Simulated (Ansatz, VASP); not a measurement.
# Cross-check of Pt (Pt wire along [111], 7 atoms a period) between VASP and Ansatz

One calculation is typed for both programs; each brings its own data sets. How far apart do they land? Of the first pair: The structure shown is the start of the Ansatz relaxation below; VASP solves that cell, so the two are compared at the walk's first step.

Program: Ansatz 0.2.0. Level of theory: plane waves, with VASP 6.6.1 beside it; single point at PBE. Results are calculated unless marked as measured.

## (1) Starting point

The cell holds 7 atoms: 7 Pt. Its edges and angles: a = 9.607 Å, b = 10.041 Å, c = 6.876 Å, α = 90.0°, β = 90.0°, γ = 90.0°. Vacuum lies along a and b. The structure's axis is c.

## (2) Ansatz: relaxation, PBE

Ansatz runs on its PAW soft_1 files.

The two programs are compared at the cell with which this relaxation starts, whose forces are those of its first step.

input.yaml

```yaml
crystal:
  lattice:
    - [9.607, 0.0, 0.0]
    - [0.0, 10.041, 0.0]
    - [0.0, 0.0, 6.876241706]
  atoms:
    - { symbol: Pt, position: [0.500011134, 0.500024471, 0.0] }
    - { symbol: Pt, position: [0.353908608, 0.419318082, 0.333333333] }
    - { symbol: Pt, position: [0.500011134, 0.66143725, 0.333333333] }
    - { symbol: Pt, position: [0.646113659, 0.419318082, 0.333333333] }
    - { symbol: Pt, position: [0.353908608, 0.58073086, 0.666666667] }
    - { symbol: Pt, position: [0.500011134, 0.338611692, 0.666666667] }
    - { symbol: Pt, position: [0.646113659, 0.58073086, 0.666666667] }
kpoints:
  mp_grid: { grid: [1, 1, 12] }
scf:
  occupations: { method: fermi_dirac, width: 0.05 }
hamiltonian:
  xc: pbe
  pseudopotentials: { kind: paw, azcp: { folder: soft_1 } }
relax:
  cell: { fix: [a, b, alpha, beta, gamma] }
  max_steps: 45
  f_tol: 0.03
```

On the command line:

```
$ ansatz run input.yaml --threads 4 --pin off --max-ram 16384MiB --backend cpu --events-out ev --progress --plain --runs-dir out
```

Numbers of over 12 decimals in the logs are rounded to 6 here.

The program printed:

```text
Engine: ansatz 0.2.0, aarch64-unknown-linux-gnu
Pseudopotentials: kind: paw
Pseudopotential: Pt, paw, valence charge 18, recommended cutoff 420 eV (normal), soft_1/Pt.paw.azcp
Functional definition: PBE
  parameter kappa = 0.804
  parameter beta = 0.066725
  exchange = pbe_x(kappa = kappa, mu = beta*pi^2/3)
  correlation = pbe_c(beta = beta)
Crystal: 7 atoms, lattice volume = 663.309 Å³
Basis set: ecut = 420 eV, 12927 PW (Γ), exchange–correlation on 144×144×96 points (8 copies of the dense FFT grid, shifted against one another)
Bands: 76, of which v1, the nominal top of the filled ones, is band 63 counted from 1 (62 counted from 0)
Symmetry: 4 space group operations
Space group: P2/m (ITA 10), of the structure as read, at distance tolerance 8.7e-5 Å
k-points: 7 of 12
Non-local potential: Pt, projectors of the file, l = 0: 3, l = 1: 2, l = 2: 2, l = 3: 1
PAW form: soft (Blöchl's): semilocal exchange-correlation on the pseudo side does not see the compensation charge
PAW one-centre angular grid: Pt, 590 points (default); XC on 64 Gauss nodes
Initial density: superposition of atomic densities (neutral atoms: chi_scale 0, normalization atom)
Initial wavefunctions: pseudopotential atomic-orbital guess
Functional: x = pbe(κ = 0.804, μ = 0.219515), c = pbe(β = 0.066725)
SCF iter   1: F=—  HF=-87660.251638 eV  |F-HF|=—  |Δ(HF+E_count)|=         —  Δρ=2.49e-2  dr2=5.87e0  ethr=3.10e-3  ⟨swp⟩=6.3  Hψ=2006  notcnv=0  defer=3
preconditioner: auto → LDOS  [metal: Δε(μ)=0.036 eV  Ē_g=4.381 eV  σ=0.050 eV  W_gap=0.18  n_scr=104 (ndim 8)  ℏωp=12.1 eV  f_vac=0.670  D(μ)=29.89/eV (n_scr^D=262)  β→1.0]
SCF iter   2: F=—  HF=-87660.506809 eV  |F-HF|=—  |Δ(HF+E_count)|=   2.55e-1  Δρ=2.65e-2  dr2=9.41e0  ethr=3.10e-3  ⟨swp⟩=3.1  Hψ=1340  notcnv=0  defer=20
SCF iter   3: F=—  HF=-87658.622319 eV  |F-HF|=—  |Δ(HF+E_count)|=    1.88e0  Δρ=5.32e-3  dr2=1.38e-1  ethr=3.10e-3  ⟨swp⟩=2.1  Hψ=930  notcnv=0  defer=23
SCF iter   4: F=—  HF=-87658.622739 eV  |F-HF|=—  |Δ(HF+E_count)|=   4.20e-4  Δρ=3.88e-3  dr2=6.09e-2  ethr=1.10e-4  ⟨swp⟩=2.0  Hψ=851  notcnv=0  defer=24
SCF iter   5: F=—  HF=-87658.619856 eV  |F-HF|=—  |Δ(HF+E_count)|=   2.88e-3  Δρ=1.07e-3  dr2=8.94e-3  ethr=4.83e-5  ⟨swp⟩=2.0  Hψ=817  notcnv=0  defer=24
SCF iter   6: F=—  HF=-87658.620356 eV  |F-HF|=—  |Δ(HF+E_count)|=   4.99e-4  Δρ=3.83e-4  dr2=1.44e-3  ethr=7.09e-6  ⟨swp⟩=2.6  Hψ=772  notcnv=0  defer=24
SCF iter   7: F=—  HF=-87658.620795 eV  |F-HF|=—  |Δ(HF+E_count)|=   4.40e-4  Δρ=2.12e-4  dr2=3.85e-4  ethr=1.14e-6  ⟨swp⟩=2.1  Hψ=737  notcnv=0  defer=24
SCF iter   8: F=—  HF=-87658.620794 eV  |F-HF|=—  |Δ(HF+E_count)|=   1.57e-6  Δρ=1.14e-4  dr2=1.51e-4  ethr=3.06e-7  ⟨swp⟩=2.0  Hψ=728  notcnv=0  defer=24
SCF iter   9: F=—  HF=-87658.620812 eV  |F-HF|=—  |Δ(HF+E_count)|=   1.86e-5  Δρ=7.06e-5  dr2=5.94e-5  ethr=1.20e-7  ⟨swp⟩=1.0  Hψ=508  notcnv=0  defer=24
SCF iter  10: F=—  HF=-87658.621039 eV  |F-HF|=—  |Δ(HF+E_count)|=   2.27e-4  Δρ=4.32e-5  dr2=2.15e-5  ethr=4.72e-8  ⟨swp⟩=1.0  Hψ=525  notcnv=0  defer=24
SCF iter  11: F=—  HF=-87658.621040 eV  |F-HF|=—  |Δ(HF+E_count)|=   1.06e-6  Δρ=1.89e-5  dr2=3.62e-6  ethr=1.71e-8  ⟨swp⟩=1.0  Hψ=508  notcnv=0  defer=24
SCF iter  12: F=—  HF=-87658.621040 eV  |F-HF|=—  |Δ(HF+E_count)|=   3.11e-7  Δρ=8.97e-6  dr2=5.55e-7  ethr=2.87e-9  ⟨swp⟩=2.4  Hψ=743  notcnv=0  defer=24
SCF iter  13: F=—  HF=-87658.621041 eV  |F-HF|=—  |Δ(HF+E_count)|=   2.20e-7  Δρ=3.40e-6  dr2=1.27e-7  ethr=4.41e-10  ⟨swp⟩=2.3  Hψ=718  notcnv=0  defer=24
SCF iter  14: F=-87658.621041 eV  HF=-87658.621041 eV  |F-HF|=8.27e-9  |Δ(HF+E_count)|=   2.14e-8  Δρ=1.21e-6  dr2=1.45e-8  ethr=7.94e-11  ⟨swp⟩=4.0  Hψ=1704  notcnv=0
SCF 1 converged in 14 iterations: F = -87658.621041 eV  dr2 = 1.45e-8
  greatest PAW one-centre occupation: 1.000 electrons in one spin orbital (limit 2), on the Pt atom at site 0 (counted from 0), in its partial waves of l = 0
relax step   1: F+E_penalty+E_count = -87658.62104067 eV  Δ(F+E_penalty+E_count) = +0.000e0 eV  max|allowed force component| = 2.025e0 eV/Å  Δτ_max = 0.0000 Å  P = -3.052 GPa  Ω = 663.309 Å³  fix = [a, b, alpha, beta, gamma]  reactions: a -2.352, b -2.386 GPa; alpha -0.005 GPa/rad  (14 SCF iters, dr2 threshold 1.00e-7 eV, accepted)
[...]
relax step   5: F+E_penalty+E_count = -87659.93681955 eV  Δ(F+E_penalty+E_count) = -3.183e-3 eV  max|allowed force component| = 3.157e-2 eV/Å  Δτ_max = 0.0037 Å  P = +0.049 GPa  Ω = 612.751 Å³  energy of the carried Pulay correction = +3.484e-3 eV  fix = [a, b, alpha, beta, gamma]  reactions: a +0.085, b +0.055 GPa; alpha -0.005 GPa/rad  (10 SCF iters, dr2 threshold 3.20e-7 eV, accepted)
[...]
relax step   6: F+E_penalty+E_count = -87659.93742052 eV  Δ(F+E_penalty+E_count) = -6.010e-4 eV  max|allowed force component| = 2.149e-2 eV/Å  Δτ_max = 0.0074 Å  P = +0.020 GPa  Ω = 611.599 Å³  energy of the carried Pulay correction = +3.567e-3 eV  fix = [a, b, alpha, beta, gamma]  reactions: a +0.036, b +0.018 GPa; alpha -0.002 GPa/rad  (12 SCF iters, dr2 threshold 6.23e-8 eV, accepted)
[...]
relax step   7: F+E_penalty+E_count = -87659.93166059 eV  Δ(F+E_penalty+E_count) = +5.760e-3 eV  max|allowed force component| = 2.043e-2 eV/Å  Δτ_max = 0.0000 Å  P = +0.026 GPa  Ω = 611.599 Å³  fix = [a, b, alpha, beta, gamma]  reactions: a +0.041, b +0.023 GPa; alpha -0.002 GPa/rad  stress off target by 1.43e-2 GPa on what of the cell is left free  SCF on the basis re-selected at this cell (its energy is not comparable with the rows above)  (9 SCF iters)
basis re-selected at this cell: Δ(F+E_penalty+E_count) = +5.760e-3 eV, ΔP = +0.006 GPa vs the last step (what re-selecting the basis moved, of the pressure what is left beyond the Pulay correction that the steps carried, after the strain that the cell walked since its last selection, with what the two solves' SCF thresholds leave and, on support functions, any second-order correction that the steps lacked; it is no measure of the basis error at this ecutwfc). The dense FFT grid was sized anew with the basis: this SCF ran on 72×72×45 points, the steps before it on 72×72×48, so part of this shift can come from that change (see relax.cell in the input reference). [rest of the remark cut]
SCF converged after 9 iterations
Free energy (F): -87659.931661 eV
Harris-Foulkes:  -87659.931661 eV  (|F-HF|=2.91e-11)
Internal energy: -87659.634712 eV  (E = F + TS)
E sigma→0 (E₀):  -87659.783187 eV
Entropy (-TS):   -0.296948 eV (-42.421 meV/atom)
Fermi energy:    -0.054945 eV
--- Per-component energies (eV) ---
  E_band       = -3722.985972
  E_kinetic    = 4182.991412
  E_local      = -50917.202756  (includes V_loc(G=0)·N_el)
  E_nonlocal   = 1434.974694
  E_hartree    = 22842.814229
  E_xc         = -1612.029123
  E_vxc        = -1878.810305  (∫ρ·V_xc dr)
  E_paw        = -66391.666277  (= ΣΔE_a)
  E_vpaw       = -2230.576497  (= ΣTr[D̂ρ^β])
  E_aug_tail   = 0.007719  (compensation charges beyond the density's cutoff)
  E_ewald      = 2800.475390
  E_smearing   = -0.296948  (= −TS)
  E_closure    = 0.000000  (closes the sum)
  Σ components = -87659.931661   (vs F -87659.931661, Δ=0.00e0)
--- Forces (eV/Å), atoms counted from 1 ---
  atom   1  Pt     0.00000000     0.00000000     0.00000000
  atom   2  Pt     0.02042676    -0.00870569    -0.00069207
  atom   3  Pt     0.00000000    -0.00323347    -0.00408570
  atom   4  Pt    -0.02042676    -0.00870569    -0.00069207
  atom   5  Pt     0.02042676     0.00870569     0.00069207
  atom   6  Pt     0.00000000     0.00323347     0.00408570
  atom   7  Pt    -0.02042676     0.00870569     0.00069207
  max |Σ_I F_I| component: 1.73e-18 eV/Å
--- Stress (GPa, compression-positive) ---
        0.040639       0.000000       0.000000
        0.000000       0.022722       0.001574
        0.000000       0.001574       0.014315
  P = ⅓ Tr σ = 0.0259 GPa (0.259 kbar)
--- Relaxed structure (6 steps of the walk, 6 accepted, 1 SCFs on fresh bases) ---
  F+E_penalty+E_count = -87659.93166059 eV   max|allowed force component| = 2.043e-2 eV/Å   (the final SCF, on the basis selected at the relaxed cell)
  cell:  # Å, volume = 611.5991 Å³
    - [9.607, 0, 0]
    - [0, 10.041, 0]
    - [0, 0, 6.340187]
  atoms:
    - { symbol: Pt, position: [0.500011, 0.500024471, 2.0948071501070542e-19] }
    - { symbol: Pt, position: [0.361370, 0.422178, 0.328300] }
    - { symbol: Pt, position: [0.500011, 0.654114, 0.327183] }
    - { symbol: Pt, position: [0.638652, 0.422178, 0.328300] }
    - { symbol: Pt, position: [0.361370, 0.577871, 0.671700] }
    - { symbol: Pt, position: [0.500011, 0.345935, 0.672817] }
    - { symbol: Pt, position: [0.638652, 0.577871, 0.671700] }
```

Reading the cycles: dr2 is the Hartree energy of the density residual (eV), the measure of convergence; HF is the Harris–Foulkes estimate of the energy, which meets the free energy F at convergence.

## (3) VASP: single point, PBE, start cell, pair 1

The same cell, functional, mesh and smearing now go to VASP, with its own data sets.

Lines of VASP's logs that name or quote its potential files are left out, and so is its time.

INCAR

```
SYSTEM = Pt
PREC = Accurate
ENCUT = 400
EDIFF = 1E-06
NELM = 120
ISMEAR = -1
SIGMA = 0.05
LREAL = .FALSE.
ALGO = Normal
GGA = PE
NBANDS = 43
LASPH = .TRUE.
LORBIT = 11
LWAVE = .FALSE.
LCHARG = .FALSE.
ISIF = 2
GGA_COMPAT = .FALSE.
KPAR = 2
```

POSCAR

```
Pt
1.0
    9.6070000000      0.0000000000      0.0000000000
    0.0000000000     10.0410000000      0.0000000000
    0.0000000000      0.0000000000      6.8762420000
Pt
7
Direct
    0.5000111377      0.5000244996      0.0000000000
    0.3539086083      0.4193180958      0.3333333818
    0.5000111377      0.6614372074      0.3333333818
    0.6461136671      0.4193180958      0.3333333818
    0.3539086083      0.5807309033      0.6666666182
    0.5000111377      0.3386116921      0.6666666182
    0.6461136671      0.5807309033      0.6666666182
```

KPOINTS

```
Automatic mesh
0
Gamma
1 1 12
0 0 0
```

PAW data sets: Pt (PBE family, release 64).

On the command line:

```
$ mpirun -np 2 vasp_std
```

The program printed:

```text
[banner, memory and clock lines left out]
running    2 mpi-ranks, on    1 nodes
 distrk:  each k-point on    1 cores,    2 groups
 distr:  one band on    1 cores,    1 groups

 POSCAR found type information on POSCAR Pt
 POSCAR found :  1 types and       7 ions
 LDA part: xc-table for (Slater+PW92), standard interpolation
 POSCAR, INCAR and KPOINTS ok, starting setup
 FFT: planning ... GRIDC
 FFT: planning ... GRID_SOFT
 FFT: planning ... GRID
 WAVECAR not read
 entering main loop
       N       E                     dE             d eps       ncg     rms          rms(c)
DAV:   1     0.428922935644E+03    0.42892E+03   -0.20993E+04   602   0.101E+03
DAV:   2     0.298991917539E+02   -0.39902E+03   -0.37206E+03   868   0.185E+02
DAV:   3    -0.273272803763E+02   -0.57226E+02   -0.53553E+02   788   0.720E+01
DAV:   4    -0.300121275074E+02   -0.26848E+01   -0.25239E+01   812   0.143E+01
DAV:   5    -0.301057644392E+02   -0.93637E-01   -0.91508E-01   802   0.254E+00    0.142E+01
DAV:   6    -0.285702401743E+02    0.15355E+01   -0.49253E+00   632   0.906E+00    0.751E+00
DAV:   7    -0.287432573696E+02   -0.17302E+00   -0.21265E+00   687   0.773E+00    0.607E+00
DAV:   8    -0.284971532375E+02    0.24610E+00   -0.39052E+00   679   0.874E+00    0.352E+00
DAV:   9    -0.285311623591E+02   -0.34009E-01   -0.11995E+00   624   0.446E+00    0.368E+00
DAV:  10    -0.284006499892E+02    0.13051E+00   -0.49556E-01   657   0.329E+00    0.726E-01
DAV:  11    -0.283884521251E+02    0.12198E-01   -0.39048E-02   706   0.878E-01    0.271E-01
DAV:  12    -0.283879342384E+02    0.51789E-03   -0.20570E-03   760   0.205E-01    0.150E-01
DAV:  13    -0.283879457460E+02   -0.11508E-04   -0.13188E-03   678   0.149E-01    0.579E-02
DAV:  14    -0.283885325177E+02   -0.58677E-03   -0.26356E-04   629   0.794E-02    0.415E-02
DAV:  15    -0.283894420653E+02   -0.90955E-03   -0.25396E-04   634   0.651E-02    0.328E-02
DAV:  16    -0.283901894802E+02   -0.74741E-03   -0.71760E-05   616   0.464E-02    0.154E-02
DAV:  17    -0.283905551828E+02   -0.36570E-03   -0.31553E-05   677   0.244E-02    0.864E-03
DAV:  18    -0.283907937469E+02   -0.23856E-03   -0.15195E-05   632   0.160E-02    0.416E-03
DAV:  19    -0.283908276813E+02   -0.33934E-04   -0.33925E-06   576   0.593E-03    0.261E-03
DAV:  20    -0.283908401752E+02   -0.12494E-04   -0.15574E-06   464   0.383E-03    0.830E-04
DAV:  21    -0.283908408947E+02   -0.71947E-06   -0.31108E-07   426   0.167E-03
   1 F= -.28390841E+02 E0= -.28249596E+02  d E =-.282490E+00
```

OUTCAR, selected parts (step 3):

```text
ion  position               nearest neighbor table
   1  0.500  0.500  0.000-   3 2.81   5 2.81   7 2.81   2 2.81   4 2.81   6 2.81
   2  0.354  0.419  0.333-   3 2.81   6 2.81   5 2.81   4 2.81   1 2.81
   3  0.500  0.661  0.333-   5 2.81   7 2.81   2 2.81   4 2.81   1 2.81
   4  0.646  0.419  0.333-   3 2.81   6 2.81   7 2.81   2 2.81   1 2.81
   5  0.354  0.581  0.667-   3 2.81   2 2.81   7 2.81   6 2.81   1 2.81
   6  0.500  0.339  0.667-   2 2.81   4 2.81   5 2.81   7 2.81   1 2.81
   7  0.646  0.581  0.667-   3 2.81   4 2.81   5 2.81   6 2.81   1 2.81

  LATTYP: Found a simple orthorhombic cell.
 ALAT       =     6.8762420000
 B/A-ratio  =     1.3971294204
 C/A-ratio  =     1.4602452910

 Subroutine GETGRP returns: Found  4 space group operations
 (whereof  1 operations were pure point group operations)

The static configuration has the point symmetry C_1 .
 The point group associated with its full space group is C_2h.

 Found      7 irreducible k-points:

   k-points           NKPTS =      7   k-points in BZ     NKDIM =      7   number of bands    NBANDS=     43

   dimension x,y,z NGX =    64 NGY =   70 NGZ =   48
   dimension x,y,z NGXF=   128 NGYF=  140 NGZF=   96

   ENCUT  =  400.0 eV  29.40 Ry    5.42 a.u.  15.67 16.37 11.21*2*pi/ulx,y,z

   NELECT =      70.0000    total number of electrons

 k-points in reciprocal lattice and weights: Automatic mesh
   0.00000000  0.00000000  0.00000000       0.083
   0.00000000  0.00000000  0.08333333       0.167
   0.00000000  0.00000000  0.16666667       0.167
   0.00000000  0.00000000  0.25000000       0.167
   0.00000000  0.00000000  0.33333333       0.167
   0.00000000  0.00000000  0.41666667       0.167
   0.00000000  0.00000000  0.50000000       0.083

 average (electrostatic) potential at core
       1 -75.5182       2 -75.2141       3 -75.2104       4 -75.2141       5 -75.2141
       6 -75.2104       7 -75.2141

 E-fermi :  -2.4237

 k-point     1 :       0.0000    0.0000    0.0000
  band No.  band energies     occupation
    ...
     32      -2.8622      1.99969
     33      -2.5524      1.85840
     34      -2.4443      1.20312
     35      -2.4204      0.96747
     36      -2.4199      0.96261
     37      -2.3310      0.27124
     38      -2.3192      0.22036
     39      -1.9366      0.00012
     40      -1.2133      0.00000
     41      -0.2182      0.00000
    ...

 k-point     2 :       0.0000    0.0000    0.0833
  band No.  band energies     occupation
    ...
     32      -2.8516      1.99962
     33      -2.5544      1.86373
     34      -2.4458      1.21761
     35      -2.4224      0.98741
     36      -2.4219      0.98232
     37      -2.3187      0.21820
     38      -2.3069      0.17636
     39      -2.0848      0.00228
     40      -0.9729      0.00000
     41      -0.2372      0.00000
    ...

 k-point     3 :       0.0000    0.0000    0.1667
  band No.  band energies     occupation
    ...
     32      -2.8091      1.99910
     33      -2.5603      1.87796
     34      -2.4497      1.25463
     35      -2.4257      1.02014
     36      -2.4250      1.01354
     37      -2.2896      0.12813
     38      -2.2754      0.09815
     39      -2.2640      0.07884
     40      -0.5132      0.00000
     41      -0.3088      0.00000
    ...

  Total       -9.8861702    -10.0254458    -18.4023264      0.0000000      0.0214578      0.0000000
  in kB      -23.8793640    -24.2157747    -44.4495533      0.0000000      0.0518298      0.0000000
  external PRESSURE =     -30.8482307 kB  Pullay stress =       0.0000000 kB

  energy-cutoff  :      400.00
  volume of cell :      663.31
      direct lattice vectors                 reciprocal lattice vectors
     9.607000000  0.000000000  0.000000000     0.104090767  0.000000000  0.000000000
     0.000000000 10.041000000  0.000000000     0.000000000  0.099591674  0.000000000
     0.000000000  0.000000000  6.876242000     0.000000000  0.000000000  0.145428273

 POSITION                                       TOTAL-FORCE (eV/Angst)
 -----------------------------------------------------------------------------------
      4.80361      5.02075      0.00000         0.000000     -0.000000     -0.000000
      3.40000      4.21037      2.29208         1.769981      1.016548      0.326581
      4.80361      6.64149      2.29208         0.000000     -2.035618      0.329407
      6.20721      4.21037      2.29208        -1.769981      1.016548      0.326581
      3.40000      5.83112      4.58416         1.769981     -1.016548     -0.326581
      4.80361      3.40000      4.58416         0.000000      2.035618     -0.329407
      6.20721      5.83112      4.58416        -1.769981     -1.016548     -0.326581
 -----------------------------------------------------------------------------------
    total drift:                                0.000001      0.000405      0.000013

  FREE ENERGIE OF THE ION-ELECTRON SYSTEM (eV)
  ---------------------------------------------------
  free  energy   TOTEN  =       -28.3908408947 eV

  energy  without entropy=      -28.1083509374  energy(sigma->0) =      -28.24959592

 total charge
# of ion       s       p       d       tot
------------------------------------------
    1        0.631   0.303   7.963   8.896
    2        0.536   0.210   8.128   8.873
    3        0.536   0.210   8.127   8.873
    4        0.536   0.210   8.128   8.873
    5        0.536   0.210   8.128   8.873
    6        0.536   0.210   8.127   8.873
    7        0.536   0.210   8.128   8.873
--------------------------------------------------
tot          3.847   1.562  56.727  62.136

[... 3 further parts left out ...]
```

## (4) Comparison

Known differences besides the potentials themselves: the data sets hold 126 valence electrons in Ansatz (on its PAW soft_1 files) and 70 in VASP; the cutoff is 420 eV in Ansatz and 400 eV in VASP. Total energies have different zeros and are not compared.

Forces (eV/Å; atoms numbered as in POSCAR):

| atom | Ansatz x, y, z | VASP x, y, z |
| --- | --- | --- |
| Pt1 | 0.000, 0.000, 0.000 | 0.000, 0.000, 0.000 |
| Pt2 | 1.762, 1.012, 0.315 | 1.770, 1.017, 0.327 |
| Pt3 | 0.000, -2.025, 0.318 | 0.000, -2.036, 0.329 |
| Pt4 | -1.762, 1.012, 0.315 | -1.770, 1.017, 0.327 |
| Pt5 | 1.762, -1.012, -0.315 | 1.770, -1.017, -0.327 |
| Pt6 | 0.000, 2.025, -0.318 | 0.000, 2.036, -0.329 |
| Pt7 | -1.762, -1.012, -0.315 | -1.770, -1.017, -0.327 |

The forces differ by 8.0 meV/Å r.m.s., which is 0.7 % of the r.m.s. force of 1.104 eV/Å (both taken over all components).

(Part 1 of 2 ends here.)

[Lines on the potential files, build, host, timing and source positions are cut from VASP's logs without a mark.]

[Logs are printed without paths, hosts, clocks, repeated set-up lines and the standing remarks that a program may print on its own settings, such as how far it seeks lower states.]

[Hosts, paths, dates, database ids (printed as entryN), source tags and the programs' standing remarks are cut or masked in the printed files.]
